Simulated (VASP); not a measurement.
# ZnO (P6_3mc) in VASP: a series of runs, part 2 of 2

VASP 6.6.1. Earlier steps stand in the parts before.

## 5. Band structure, r2SCAN

File INCAR:

```
  PREC = Accurate
  ENCUT = 450
  EDIFF = 1E-6
  ISMEAR = 0
  SIGMA = 0.02
  LREAL = F
  LASPH = T
  NELM = 120
  ALGO = Normal
  ISIF = 2
  LWAVE = F
  LCHARG = F
  METAGGA = R2SCAN
  LMIXTAU = T
  KPAR = 4
```

File KPOINTS:

```
regular mesh
0
Gamma
  12 12 8
```

File POSCAR:

```
ZnO                                     
1.0
    3.2862418568      0.0000000000      0.0000000000
   -1.6431209284      2.8459689237      0.0000000000
    0.0000000000      0.0000000000      5.3016915136
  Zn              O             
     2     2
Direct
     0.6666666699999979    0.3333333300000021    0.5005795292746171
     0.3333333300000021    0.6666666699999979    0.0005795292746171
     0.6666666699999979    0.3333333300000021    0.8797304707253844
     0.3333333300000021    0.6666666699999979    0.3797304707253844
```

File KPOINTS_OPT:

```
path GMKGALHA,LM,KH
15
line-mode
reciprocal
 0.0000000000  0.0000000000  0.0000000000  G
 0.5000000000  0.0000000000  0.0000000000  M

 0.5000000000  0.0000000000  0.0000000000  M
 0.3333333333  0.3333333333  0.0000000000  K

 0.3333333333  0.3333333333  0.0000000000  K
 0.0000000000  0.0000000000  0.0000000000  G

 0.0000000000  0.0000000000  0.0000000000  G
 0.0000000000  0.0000000000  0.5000000000  A

 0.0000000000  0.0000000000  0.5000000000  A
 0.5000000000  0.0000000000  0.5000000000  L

 0.5000000000  0.0000000000  0.5000000000  L
 0.3333333333  0.3333333333  0.5000000000  H

 0.3333333333  0.3333333333  0.5000000000  H
 0.0000000000  0.0000000000  0.5000000000  A

 0.5000000000  0.0000000000  0.5000000000  L
 0.5000000000  0.0000000000  0.0000000000  M

 0.3333333333  0.3333333333  0.0000000000  K
 0.3333333333  0.3333333333  0.5000000000  H
```

Potentials or basis: VASP PAW PBE potentials, release 64 (Zn, O).

Started as:

```console
$ cat potpaw_PBE.64/Zn/POTCAR potpaw_PBE.64/O/POTCAR > POTCAR
$ mpirun -np 4 vasp_std > vasp.out
```

OUTCAR:

```text
PREC = Accurate
   ENCUT = 450
   EDIFF = 1E-6
   ISMEAR = 0
   LREAL = F
   LASPH = T
   NELM = 120
   ISIF = 2
   METAGGA = R2SCAN

 ion  position               nearest neighbor table
   1  0.667  0.333  0.501-   4 2.00   4 2.00   4 2.00   3 2.01
   2  0.333  0.667  0.001-   3 2.00   3 2.00   3 2.00   4 2.01
   3  0.667  0.333  0.880-   2 2.00   2 2.00   2 2.00   1 2.01
   4  0.333  0.667  0.380-   1 2.00   1 2.00   1 2.00   2 2.01

  LATTYP: Found a hexagonal cell.
 ALAT       =     3.2862418568
 C/A-ratio  =     1.6132992472

  Lattice vectors:

 A1 = (   3.2862418568,   0.0000000000,   0.0000000000)
 A2 = (  -1.6431209284,   2.8459689237,   0.0000000000)
 A3 = (   0.0000000000,   0.0000000000,   5.3016915136)

Analysis of symmetry for initial positions (statically):
=====================================================================
 Subroutine PRICEL returns:
 Original cell was already a primitive cell.

 Routine SETGRP: Setting up the symmetry group for a
 hexagonal supercell.

 Subroutine GETGRP returns: Found 12 space group operations
[... 171 lines left out ...]
  energy without entropy =      -36.28875316  energy(sigma->0) =      -36.28875316

 E-fermi :   0.5861     XC(G=0): -11.4259

 val. band max:        0.4826704078   @ k =   0.0000   0.0000   0.0000
 cond. band min:       1.6406164224   @ k =   0.0000   0.0000   0.0000
 fundamental gap:      1.1579460146
 Fermi energy:         0.5860687985

 k-point     1 :       0.0000    0.0000    0.0000
  band No.  band energies     occupation
      1     -18.2696      2.00000
      2     -17.6450      2.00000
      3      -5.1418      2.00000
      4      -5.1418      2.00000
      5      -5.0992      2.00000
      6      -4.9477      2.00000
[... 589 lines left out ...]
     21       9.1608      0.00000
     22       9.8115      0.00000

 [... further k-points ...]

------------------------ aborting loop because EDIFF is reached ----------------------------------------

  FORCE on cell =-STRESS in cart. coord.  units (eV):
  Direction    XX          YY          ZZ          XY          YZ          ZX
  --------------------------------------------------------------------------------------
  -------------------------------------------------------------------------------------
  Total       -2.1066673     -2.1066672     -2.1066494      0.0000000      0.0000000      0.0000000
  in kB      -68.0710419    -68.0710415    -68.0704636      0.0000000      0.0000000      0.0000000
  external PRESSURE =     -68.0708490 kB  Pullay stress =       0.0000000 kB

 VOLUME and BASIS-vectors are now :
 -----------------------------------------------------------------------------
  energy-cutoff  :      450.00
  volume of cell :       49.58
      direct lattice vectors                 reciprocal lattice vectors
     3.286241857  0.000000000  0.000000000     0.304298966  0.175687091  0.000000000
    -1.643120928  2.845968924  0.000000000     0.000000000  0.351374181  0.000000000
     0.000000000  0.000000000  5.301691514     0.000000000  0.000000000  0.188619047

 POSITION                                       TOTAL-FORCE (eV/Angst)
 -----------------------------------------------------------------------------------
      1.64312      0.94866      2.65392        -0.000000      0.000000     -0.018465
     -0.00000      1.89731      0.00307        -0.000000     -0.000000     -0.018465
      1.64312      0.94866      4.66406        -0.000000      0.000000      0.018465
     -0.00000      1.89731      2.01321         0.000000     -0.000000      0.018465
 -----------------------------------------------------------------------------------
    total drift:                               -0.000017      0.000008     -0.083701

  FREE ENERGIE OF THE ION-ELECTRON SYSTEM (eV)
  ---------------------------------------------------
  free  energy   TOTEN  =       -36.2887531586 eV

  energy  without entropy=      -36.2887531586  energy(sigma->0) =      -36.28875316
```

stdout:

```text
POSCAR found type information on POSCAR ZnO
 POSCAR found :  2 types and       4 ions
 scaLAPACK will be used
 -----------------------------------------------------------------------------
|                                                                             |
|                                                                             |
|     You enforced a specific xc type in the INCAR file but a different       |
|     I HOPE YOU KNOW WHAT YOU ARE DOING!                                     |
|                                                                             |
 -----------------------------------------------------------------------------

 LDA part: xc-table for (None), standard interpolation
 POSCAR, INCAR and KPOINTS ok, starting setup
 FFT: planning ... GRIDC
 FFT: planning ... GRID_SOFT
 FFT: planning ... GRID
 WAVECAR not read
 entering main loop
 Start KPOINTS_OPT (optional k-point list driver)
k-point batch [1-95\135]
k-point batch [96-135\135]
```

It took 1.8 min on 4 MPI ranks of Intel Xeon 6975P-C (Granite Rapids), shared host; peak memory 0.25 GiB.

Results:

```
Free energy             : -36.2888 eV
Largest force           : 0.018 eV/Å
Band gap on the k mesh  : 1.16 eV, direct
Band gap along the path : 1.16 eV, direct
```

Forces in eV/Å, atoms in the order of the input:
```
Zn   0.000  0.000 -0.018
Zn   0.000  0.000 -0.018
O    0.000  0.000  0.018
O    0.000  0.000  0.018
```

Levels at the corners of the path, in eV from the valence-band top:
```tsv
point	band 16	band 17	band 18	band 19	band 20	band 21
Γ	-0.08	0.00	0.00	1.16	5.69	8.65
M	-2.17	-1.24	-0.80	6.22	7.29	8.00
M	-2.17	-1.24	-0.80	6.22	7.29	8.00
K	-1.85	-1.85	-1.65	8.09	8.16	8.16
K	-1.85	-1.85	-1.65	8.09	8.16	8.16
Γ	-0.08	0.00	0.00	1.16	5.69	8.65
Γ	-0.08	0.00	0.00	1.16	5.69	8.65
A	-0.37	-0.37	-0.37	3.81	3.81	10.61
A	-0.37	-0.37	-0.37	3.81	3.81	10.61
L	-1.45	-1.33	-1.33	6.16	6.16	8.89
L	-1.45	-1.33	-1.33	6.16	6.16	8.89
H	-2.59	-1.20	-1.20	8.42	8.42	8.45
H	-2.59	-1.20	-1.20	8.42	8.42	8.45
A	-0.37	-0.37	-0.37	3.81	3.81	10.61
L	-1.45	-1.33	-1.33	6.16	6.16	8.89
M	-2.17	-1.24	-0.80	6.22	7.29	8.00
K	-1.85	-1.85	-1.65	8.09	8.16	8.16
H	-2.59	-1.20	-1.20	8.42	8.42	8.45
```

Caveat: the cutoff is under 1.25 times the usual one of these potentials, so pressure, stress and relaxed cells hold a basis-set (Pulay) error; the PAW data sets were made with another functional, which shifts forces and pressure a little.

## 6. Band structure, PBE

File INCAR:

```
  PREC = Accurate
  ENCUT = 300
  EDIFF = 1E-6
  ISMEAR = 0
  SIGMA = 0.02
  LREAL = F
  LASPH = T
  NELM = 120
  ALGO = Normal
  ISIF = 2
  LWAVE = F
  LCHARG = F
  GGA = PE
  KPAR = 4
```

KPOINTS is that of step 5.

POSCAR is that of step 5.

KPOINTS_OPT is that of step 5.

Potentials or basis: VASP PAW PBE potentials, release 64 (Zn, O).

Started as:

```console
$ cat potpaw_PBE.64/Zn/POTCAR potpaw_PBE.64/O/POTCAR > POTCAR
$ mpirun -np 4 vasp_std > vasp.out
```

Run time: 14 s. Hardware: 4 MPI ranks of Intel Xeon 6975P-C (Granite Rapids), shared host; peak memory 0.17 GiB.

The run converged, but a check on its numbers failed (symmetry, net force, bounds or a known fault of this set-up), so they aren't taken as properties of the crystal.

Caveat: the cutoff lies under the usual one of these potentials, so the numbers hold a large basis-set error; a pressure of tens of GPa on the cell as given is suspect, and the run, the potentials or the cell itself is likely at fault.

## 7. Band structure, PBE

INCAR: that of step 6 with these lines changed.

```diff
@@ -1,3 +1,3 @@
   PREC = Accurate
-  ENCUT = 300
+  ENCUT = 600
   EDIFF = 1E-6
```

KPOINTS is that of step 6.

POSCAR is that of step 6.

KPOINTS_OPT is that of step 6.

Started as:

```console
$ cat potpaw_PBE.64/Zn/POTCAR potpaw_PBE.64/O/POTCAR > POTCAR
$ mpirun -np 4 vasp_std > vasp.out
```

Run time: 37 s. Hardware: 4 MPI ranks of Intel Xeon 6975P-C (Granite Rapids), shared host; peak memory 0.31 GiB.

It converged, with:

```
Free energy             : -17.8659 eV
Pressure                : 0.0 GPa
Band gap on the k mesh  : 0.72 eV, direct
Band gap along the path : 0.72 eV, direct
```

Levels at the corners of the path, in eV from the valence-band top:
```
point  band 15  band 16  band 17  band 18  band 19  band 20  band 21  band 22
    Γ    -0.75    -0.08     0.00     0.00     0.72     5.07     8.06    12.70
    M    -2.70    -2.13    -1.22    -0.79     5.60     6.81     7.52     8.23
    M    -2.70    -2.13    -1.22    -0.79     5.60     6.81     7.52     8.23
    K    -3.45    -1.83    -1.83    -1.64     7.45     7.45     7.66     8.06
    K    -3.45    -1.83    -1.83    -1.64     7.45     7.45     7.66     8.06
    Γ    -0.75    -0.08     0.00     0.00     0.72     5.07     8.06    12.70
    Γ    -0.75    -0.08     0.00     0.00     0.72     5.07     8.06    12.70
    A    -0.37    -0.37    -0.37    -0.37     3.35     3.35     9.90     9.90
    A    -0.37    -0.37    -0.37    -0.37     3.35     3.35     9.90     9.90
    L    -1.42    -1.42    -1.30    -1.30     5.63     5.63     8.19     8.19
    L    -1.42    -1.42    -1.30    -1.30     5.63     5.63     8.19     8.19
    H    -2.56    -2.56    -1.17    -1.17     7.75     7.75     7.94     7.94
    H    -2.56    -2.56    -1.17    -1.17     7.75     7.75     7.94     7.94
    A    -0.37    -0.37    -0.37    -0.37     3.35     3.35     9.90     9.90
    L    -1.42    -1.42    -1.30    -1.30     5.63     5.63     8.19     8.19
    M    -2.70    -2.13    -1.22    -0.79     5.60     6.81     7.52     8.23
    K    -3.45    -1.83    -1.83    -1.64     7.45     7.45     7.66     8.06
    H    -2.56    -2.56    -1.17    -1.17     7.75     7.75     7.94     7.94
```

## 8. The runs side by side

| task | level | potentials or basis | k mesh | cutoff (eV) | gap on the mesh (eV) |
| --- | --- | --- | --- | --- | --- |
| dielectric tensor | PBE | VASP PAW PBE potentials, release 64 (Zn, O) | 12 × 12 × 7 | 450 | 0.72 |
| band structure | LDA | VASP PAW LDA potentials, release 64 (Zn, O) | 12 × 12 × 8 | 450 | 0.67 |
| band structure | PBE | VASP PAW PBE potentials, release 64 (Zn, O) | 12 × 12 × 8 | 450 | 0.72 |
| band structure | r2SCAN | VASP PAW PBE potentials, release 64 (Zn, O) | 12 × 12 × 8 | 450 | 1.16 |
| band structure | PBE | VASP PAW PBE potentials, release 64 (Zn, O) | 12 × 12 × 8 | 600 | 0.72 |

Alike in all rows: no spin polarisation; cell as given; smearing gaussian 0.02 eV.

Caveats: the cutoff is under 1.25 times the usual one of these potentials, so pressure, stress and relaxed cells hold a basis-set (Pulay) error (some runs); the PAW data sets were made with another functional, which shifts forces and pressure a little (some runs).

Total energies depend on the potentials used, so only differences within one code and one set of settings carry meaning.

## 9. How close it comes

Step 2. A measured gap of ZnO is 3.37 eV (quoted in “Electronic structure of alkaline earth and post-transition metal oxides”, 2009, arxiv:0908.1581); the calculated 0.72 eV misses it by -2.65 eV. So large a miss can be the level of theory's own, or it may mean another phase, state or a wrong row. The value is that of PBE, without temperature or zero-point motion. Semilocal functionals fall short of measured gaps as a rule. The cell is a database's relaxed one, not the measured one, which moves gaps too.

Step 3. Measured gap of ZnO: 3.37 eV (quoted in “Electronic structure of alkaline earth and post-transition metal oxides”, 2009, arxiv:0908.1581). This calculation gives 0.67 eV (-2.70 eV). So large a miss can be the level of theory's own, or it may mean another phase, state or a wrong row. The value is that of LDA, without temperature or zero-point motion. Semilocal functionals fall short of measured gaps as a rule. The cell is a database's relaxed one, not the measured one, which moves gaps too.

Step 4. Measured gap of ZnO: 3.37 eV (quoted in “Electronic structure of alkaline earth and post-transition metal oxides”, 2009, arxiv:0908.1581). This calculation gives 0.72 eV (-2.65 eV). So large a miss can be the level of theory's own, or it may mean another phase, state or a wrong row. The value is that of PBE, without temperature or zero-point motion. Semilocal functionals fall short of measured gaps as a rule. The cell is a database's relaxed one, not the measured one, which moves gaps too.

Step 5. Measured gap of ZnO: 3.37 eV (quoted in “Electronic structure of alkaline earth and post-transition metal oxides”, 2009, arxiv:0908.1581). This calculation gives 1.16 eV (-2.21 eV). So large a miss can be the level of theory's own, or it may mean another phase, state or a wrong row. The value is that of r2SCAN, without temperature or zero-point motion. The cell is a database's relaxed one, not the measured one, which moves gaps too.

Step 7. Against the measured gap of ZnO, 3.37 eV (quoted in “Electronic structure of alkaline earth and post-transition metal oxides”, 2009, arxiv:0908.1581), the calculated 0.72 eV is off by -2.65 eV. So large a miss can be the level of theory's own, or it may mean another phase, state or a wrong row. The value is that of PBE, without temperature or zero-point motion. Semilocal functionals fall short of measured gaps as a rule. The cell is a database's relaxed one, not the measured one, which moves gaps too.
